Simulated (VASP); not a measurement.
# NaMg6Cr (Amm2) in VASP: reference runs, part 2 of 2

VASP 6.6.1.

## (3) Single point, PBE, collinear spin, ferromagnetic start (atoms moved at random, drawn with an rms of 0.05 Å)

File INCAR:

```
SYSTEM = NaMg6Cr
ALGO     = Normal         ! electronic algorithm
EDIFF    = 1E-7           ! SCF threshold, eV
ENCUT    = 520            ! plane-wave cutoff, eV
GGA      = PE             ! functional
ISIF     = 2              ! what is computed and relaxed
ISMEAR   = -1             ! smearing method
ISPIN    = 2              ! spin polarisation
LASPH    = .TRUE.         ! aspherical terms in the spheres
LCHARG   = .FALSE.        ! write CHGCAR
LMAXMIX  = 4              ! l up to which the mixer works
LORBIT   = 11             ! projections on sites
LREAL    = .FALSE.        ! projectors in reciprocal space
LWAVE    = .FALSE.        ! write WAVECAR
MAGMOM   = 3 0 0 0 0 0 0 0 ! initial moments
NBANDS   = 30             ! bands
NELM     = 150            ! most SCF steps
PREC     = Accurate       ! precision mode
SIGMA    = 0.05           ! smearing width, eV
```

File KPOINTS:

```
k-points
0
G
  5 5 5
  0 0 0
```

File POSCAR:

```
NaMg6Cr
1.0
    5.1371790000      0.0000000000      0.0000000000
    0.0000000000      3.2135290000      5.4905750000
    0.0000000000     -3.2135290000      5.4905750000
Cr Mg Na
1 6 1
Direct
    0.4998360000      0.3299570000      0.3381390000
    0.0005030000      0.1782480000      0.1653210000
    0.0026380000      0.6620630000      0.6575010000
    0.0036740000      0.1799000000      0.6496560000
   -0.0019720000      0.6507900000      0.1768710000
    0.4978410000      0.3448320000      0.8300490000
    0.4955870000      0.8276810000      0.3297130000
    0.4979600000      0.8412180000      0.8333970000
```

Potentials or basis: VASP PAW PBE potentials, release 64 (Cr_pv, Mg, Na_pv).

Started as:

```bash
> cat potpaw_PBE.64/Cr_pv/POTCAR potpaw_PBE.64/Mg/POTCAR potpaw_PBE.64/Na_pv/POTCAR > POTCAR
> mpirun -np 1 vasp_std > vasp.out
```

OUTCAR:

```text
SYSTEM = NaMg6Cr
   EDIFF = 1E-7
   ENCUT = 520
   GGA = PE
   ISIF = 2
   ISMEAR = -1
   ISPIN = 2
   LASPH = .TRUE.
   LORBIT = 11
   LREAL = .FALSE.
   NELM = 150
   PREC = Accurate

 ion  position               nearest neighbor table
   1  0.500  0.330  0.338-   4 3.08   4 3.11   5 3.12   2 3.12   2 3.13   5 3.13   7 3.14   6 3.18
                             6 3.19   7 3.22
   2  0.001  0.178  0.165-   5 3.04   4 3.09   1 3.12   1 3.13   6 3.16   6 3.18   3 3.19   7 3.20
                             7 3.24   3 3.24   4 3.28   5 3.32
   3  0.003  0.662  0.658-   4 3.09   5 3.09   6 3.10   7 3.12   6 3.14   7 3.18   2 3.19   8 3.21
                             2 3.24   5 3.27   4 3.27
   4  0.004  0.180  0.650-   5 3.03   1 3.08   2 3.09   3 3.09   1 3.11   8 3.16   6 3.17   8 3.21
                             6 3.22   3 3.27   2 3.28   5 3.39
   5  0.998  0.651  0.177-   4 3.03   2 3.04   3 3.09   1 3.12   1 3.13   7 3.13   7 3.15   8 3.20
                             8 3.20   3 3.27   2 3.32   4 3.39
   6  0.498  0.345  0.830-   3 3.10   3 3.14   2 3.16   7 3.16   8 3.17   4 3.17   1 3.18   2 3.18
                             1 3.19   8 3.19   4 3.22   7 3.27
   7  0.496  0.828  0.330-   8 3.12   3 3.12   5 3.13   1 3.14   5 3.15   6 3.16   3 3.18   2 3.20
                             1 3.22   2 3.24   6 3.27
   8  0.498  0.841  0.833-   7 3.12   4 3.16   6 3.17   6 3.19   5 3.20   5 3.20   3 3.21   4 3.21

  LATTYP: Found a base centered orthorhombic cell.
 ALAT       =     6.4270580000
 B/A-ratio  =     1.7085811269
 C/A-ratio  =     0.7993049075

  Lattice vectors:

 A1 = (   0.0000000000,   3.2135290000,  -5.4905750000)
 A2 = (   0.0000000000,   3.2135290000,   5.4905750000)
 A3 = (   5.1371790000,   0.0000000000,   0.0000000000)

Analysis of symmetry for initial positions (statically):
=====================================================================
 Subroutine PRICEL returns:
 Original cell was already a primitive cell.

 Routine SETGRP: Setting up the symmetry group for a
 base centered orthorhombic supercell.

 Subroutine GETGRP returns: Found  1 space group operations
 (whereof  1 operations were pure point group operations)
[... 928 lines left out ...]
      3     -37.5302      1.00000
      4     -21.2831      1.00000
      5     -21.2727      1.00000
      6     -21.2504      1.00000
[... 709 lines left out ...]
     26       6.7366      0.00000
     27       7.9782      0.00000

 [... further k-points ...]

 [bands above 27 left out]

------------------------ aborting loop because EDIFF is reached ----------------------------------------

  FORCE on cell =-STRESS in cart. coord.  units (eV):
  Direction    XX          YY          ZZ          XY          YZ          ZX
  --------------------------------------------------------------------------------------
  -------------------------------------------------------------------------------------
  Total       -0.0794264      0.5778880      0.2326281     -0.0188396     -0.0363465     -0.0066824
  in kB       -0.7019732      5.1073959      2.0559760     -0.1665049     -0.3212321     -0.0590592
  external PRESSURE =       2.1537996 kB  Pullay stress =       0.0000000 kB

 VOLUME and BASIS-vectors are now :
 -----------------------------------------------------------------------------
  energy-cutoff  :      520.00
  volume of cell :      181.28
      direct lattice vectors                 reciprocal lattice vectors
     5.137179000  0.000000000  0.000000000     0.194659365  0.000000000  0.000000000
     0.000000000  3.213529000  5.490575000     0.000000000  0.155592185  0.091065143
     0.000000000 -3.213529000  5.490575000     0.000000000 -0.155592185  0.091065143

 POSITION                                       TOTAL-FORCE (eV/Angst)
 -----------------------------------------------------------------------------------
      2.56775     -0.02629      3.66823         0.009715      0.101120     -0.014374
      0.00258      0.04154      1.88639        -0.034431     -0.109000     -0.111669
      0.01355      0.01466      7.24517        -0.088557      0.065290      0.154235
      0.01887     -1.50957      4.55474        -0.067961     -0.103314     -0.010912
      5.12705      1.52295      4.54433        -0.009626      0.119640     -0.030216
      2.55750     -1.55926      6.45077         0.070412     -0.126634     -0.068325
      2.54592      1.60023      6.35476         0.070213      0.062896      0.143143
      2.55811      0.02513      9.19460         0.050234     -0.009999     -0.061881
 -----------------------------------------------------------------------------------
    total drift:                                0.000253      0.000746      0.001301

  FREE ENERGIE OF THE ION-ELECTRON SYSTEM (eV)
  ---------------------------------------------------
  free  energy   TOTEN  =       -18.2057996041 eV

  energy  without entropy=      -18.1771057281  energy(sigma->0) =      -18.19145267

 total charge

# of ion       s       p       d       tot
------------------------------------------
    1        0.275   6.126   4.062  10.464
    2        0.203   0.127   0.013   0.343
    3        0.221   0.124   0.010   0.355
    4        0.216   0.125   0.011   0.352
    5        0.216   0.126   0.011   0.352
    6        0.213   0.125   0.010   0.349
    7        0.214   0.124   0.010   0.348
    8        0.110   6.002   0.000   6.112
--------------------------------------------------
tot          1.667  12.880   4.127  18.674

 magnetization (x)

# of ion       s       p       d       tot
------------------------------------------
    1        0.065   0.047   3.738   3.849
    2       -0.009   0.003   0.001  -0.005
    3        0.009  -0.000  -0.000   0.008
    4       -0.010   0.003   0.001  -0.005
    5       -0.009   0.003   0.001  -0.005
    6       -0.011  -0.002   0.001  -0.012
    7       -0.011  -0.001   0.001  -0.012
    8       -0.004   0.003   0.000  -0.001
--------------------------------------------------
tot          0.019   0.056   3.743   3.818
```

stdout:

```text
POSCAR found type information on POSCAR CrMgNa
 POSCAR found :  3 types and       8 ions
 scaLAPACK will be used
 LDA part: xc-table for (Slater+PW92), standard interpolation
 POSCAR, INCAR and KPOINTS ok, starting setup
 FFT: planning ... GRIDC
 FFT: planning ... GRID_SOFT
 FFT: planning ... GRID
 WAVECAR not read
 entering main loop
```

It took 9 min on 1 thread of Intel Xeon 6975P-C (Granite Rapids), shared host; peak memory 0.72 GiB.

What came out:

```yaml
Free_energy: -18.2058 eV
Pressure: 0.2 GPa
Largest_force: 0.189 eV/Å
Band_gap_on_the_k_mesh: none (metal or under the smearing width)
Net_moment: 4.43 μB per cell
Site_moments: Cr +3.85; Mg -0.01, +0.01; Na -0.00 μB
Valence_electrons_inside_the_program's_atomic_spheres: Cr 10.46; Mg 0.34, 0.35; Na 6.11
```

Forces on the atoms (eV/Å):
```
Cr   0.010  0.101 -0.014
Mg  -0.034 -0.109 -0.112
Mg  -0.089  0.065  0.154
Mg  -0.068 -0.103 -0.011
Mg  -0.010  0.120 -0.030
Mg   0.070 -0.127 -0.068
Mg   0.070  0.063  0.143
Na   0.050 -0.010 -0.062
```
